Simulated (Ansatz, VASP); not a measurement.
# Be48H95 (V_H1): VASP beside Ansatz

One calculation is typed for both programs; each brings its own data sets. How far apart do they land? The cell is taken from a series of runs on this material, whose earlier steps may have relaxed, scaled, displaced or heated it; both programs get it as it stands.

Calculated with Ansatz 0.2.0; plane waves, with VASP 6.6.1 beside it; single point at PBEsol.

### 1. Starting point

The cell holds 143 atoms: 48 Be and 95 H. Its edges and angles: a = 12.225 Å, b = 12.225 Å, c = 12.225 Å, α = 141.9°, β = 88.5°, γ = 103.9°. It derives from BeH2 (BeH2 (Ibam)). Nearest the centre at fractional (0.622, 0.447, 0.415): Be27 at 1.43 Å, Be25 at 1.49 Å, H121 at 2.09 Å, H114 at 2.12 Å, H52 at 2.33 Å, H107 at 2.36 Å, H102 at 2.39 Å, H137 at 2.47 Å. The cell carries charge +1.

### 2. VASP: single point, PBEsol

A single point gives forces, pressure and levels at one fixed geometry, so differences don't come from the geometry; what else differs is listed under the comparison.

Lines of VASP's logs that name or quote its potential files are left out, and so is its time.

Input file INCAR:

```
SYSTEM = Be48H95
PREC = Accurate
ENCUT = 520
EDIFF = 1E-06
NELM = 120
ISMEAR = -1
SIGMA = 0.01
LREAL = Auto
ALGO = Normal
GGA = PS
NELECT = 190
NBANDS = 195
LORBIT = 11
LWAVE = .FALSE.
LCHARG = .FALSE.
ISIF = 2
LASPH = .TRUE.
GGA_COMPAT = .FALSE.
EFERMI = MIDGAP
```

Input file POSCAR:

```
Be48H95
1.0
   -3.9933261508      8.7573595481      7.5377721599
    3.9933261508     -8.7573595481      7.5377721599
    3.9933261508      8.7573595481     -7.5377721599
Be H
48 95
Direct
    0.1255813302      0.3749000143      0.2504496166
    0.3765252376      0.1258987757      0.2512832500
[... 1 atom line left out ...]
    0.3348762910      0.4423235119      0.2764222538
[... 1 atom line left out ...]
    0.4189410708      0.1942062613      0.1101510993
[... 17 atom lines left out ...]
    0.4157068285      0.6922277098      0.6080801659
    0.6218109980      0.3672895949      0.2405198233
[... 1 atom line left out ...]
    0.5827114296      0.3028041358      0.3839920247
    0.8325511016      0.4414204041      0.2779595060
    0.6653132531      0.0545813683      0.2210203626
[... 11 atom lines left out ...]
    0.6655543793      0.5585394565      0.2262824235
[... 1 atom line left out ...]
    0.6253994157      0.8754613817      0.7508270479
    0.8763181177      0.6272959434      0.7520056387
    0.5846323106      0.8081883410      0.8915028443
    0.8344315546      0.9427421895      0.7772390174
    0.6674636738      0.5590374128      0.7183716364
    0.9165666888      0.6935063176      0.6093379557
    0.2831948756      0.1969435283      0.3243418628
[... 1 atom line left out ...]
    0.3826343949      0.0559921983      0.0882354330
    0.4701751628      0.2917487613      0.4168470962
[... 3 atom lines left out ...]
    0.4127174090      0.3727842380      0.2800339960
[... 8 atom lines left out ...]
    0.3380464000      0.1167317346      0.9622413858
[... 11 atom lines left out ...]
    0.3421362363      0.6203910499      0.4601063399
[... 5 atom lines left out ...]
    0.3708214923      0.9565676987      0.1749942758
[... 3 atom lines left out ...]
    0.3779103086      0.5526991622      0.5841731051
[... 9 atom lines left out ...]
    0.7813795366      0.1929617348      0.3230457936
    0.6263921429      0.0405828442      0.3223088731
[... 3 atom lines left out ...]
    0.5919784736      0.1274874550      0.2157670857
    0.6588701477      0.3823399205      0.0413581038
    0.9094584741      0.3698934888      0.2791416717
    0.5304606795      0.2053622503      0.0725551145
    0.8676054319      0.4558316149      0.1756928028
    0.7175357195      0.3005763716      0.1799761211
[... 6 atom lines left out ...]
    0.6707440137      0.3967041114      0.5340961285
[... 5 atom lines left out ...]
    0.7812028368      0.6973149181      0.3253385686
    0.6318407661      0.5441984848      0.3300796092
[... 2 atom lines left out ...]
    0.8399786310      0.6192026910      0.4618169457
[... 7 atom lines left out ...]
    0.7831962648      0.6987737038      0.8268247500
    0.6250909258      0.5333686209      0.8098681424
    0.8820250533      0.5565589288      0.5885646145
[... 2 atom lines left out ...]
    0.5930230711      0.6341563742      0.7191368297
    0.6586032873      0.8804856636      0.5399819851
    0.9097808002      0.8705537869      0.7797392046
    0.5320619448      0.7077660301      0.5870997810
    0.6216529351      0.9481355717      0.9159741952
    0.8710027292      0.9572046562      0.6756574422
    0.7185521077      0.8040884431      0.6768616975
```

Input file KPOINTS:

```
Automatic mesh
0
Gamma
1 1 1
0 0 0
```

PAW data sets: Be and H (PBE family, release 64).

Run with:

```console
> export OMP_NUM_THREADS=3
> mpirun -np 1 vasp_gam
```

Numbers of over 12 decimals in the logs are rounded to 6 here.

The program printed:

```text
[banner, memory and clock lines left out]
running    1 mpi-ranks, on    1 nodes
[...]
Offloading initialized ...    1 GPUs detected
[...]
|                                                                             |
|               ----> ADVICE to this user running VASP <----                  |
|                                                                             |
|     You enforced a specific xc type in the INCAR file but a different       |
|     [... a line on the potential file left out ...]
|     I HOPE YOU KNOW WHAT YOU ARE DOING!                                     |
|                                                                             |

 LDA part: xc-table for (Slater+PW92), standard interpolation
 POSCAR, INCAR and KPOINTS ok, starting setup
[...]
entering main loop
       N       E                     dE             d eps       ncg     rms          rms(c)
DAV:   1     0.631116916030E+03    0.63112E+03   -0.78339E+04   390   0.851E+02
DAV:   2    -0.390083106432E+03   -0.10212E+04   -0.83053E+03   572   0.179E+02
DAV:   3    -0.530024154033E+03   -0.13994E+03   -0.13709E+03   508   0.558E+01
DAV:   4    -0.532946951328E+03   -0.29228E+01   -0.29155E+01   484   0.847E+00
DAV:   5    -0.532961471763E+03   -0.14520E-01   -0.14515E-01   516   0.713E-01BRMIX: very serious problems
 the old and the new charge density differ
 old charge density:   191.00000 new  190.00000
    0.301E+01
DAV:   6    -0.514165319532E+03    0.18796E+02   -0.63767E+00   444   0.398E+00    0.169E+01
DAV:   7    -0.505649711461E+03    0.85156E+01   -0.13262E+01   484   0.609E+00    0.196E+00
DAV:   8    -0.505816970570E+03   -0.16726E+00   -0.14009E+00   460   0.191E+00    0.944E-01
DAV:   9    -0.505819642935E+03   -0.26724E-02   -0.75964E-02   508   0.475E-01    0.521E-01
[...]
DAV:  13    -0.505824857890E+03   -0.81498E-05   -0.11783E-04   492   0.249E-02    0.734E-03
DAV:  14    -0.505824863745E+03   -0.58549E-05   -0.53481E-05   500   0.121E-02    0.688E-03
DAV:  15    -0.505824863137E+03    0.60800E-06   -0.11369E-06   420   0.384E-03
   1 F= -.50582486E+03 E0= -.50582486E+03  d E =0.000000E+00
```

OUTCAR, selected parts (step 2):

```text
  FREE ENERGIE OF THE ION-ELECTRON SYSTEM (eV)
  ---------------------------------------------------
  free  energy   TOTEN  =      -505.8248631374 eV

  energy  without entropy=     -505.8248631374  energy(sigma->0) =     -505.82486314
```

The run ends at a pressure of 0.33 GPa, with forces up to 2.4 eV/Å.

(Continued in part 2 of 2.)

[Lines on the potential files, build, host, timing and source positions are cut from VASP's logs without a mark.]

[Logs are printed without paths, hosts, clocks, repeated set-up lines and the standing remarks that a program may print on its own settings, such as how far it seeks lower states.]

[Hosts, paths, dates, database ids (printed as entryN), source tags and the programs' standing remarks are cut or masked in the printed files.]
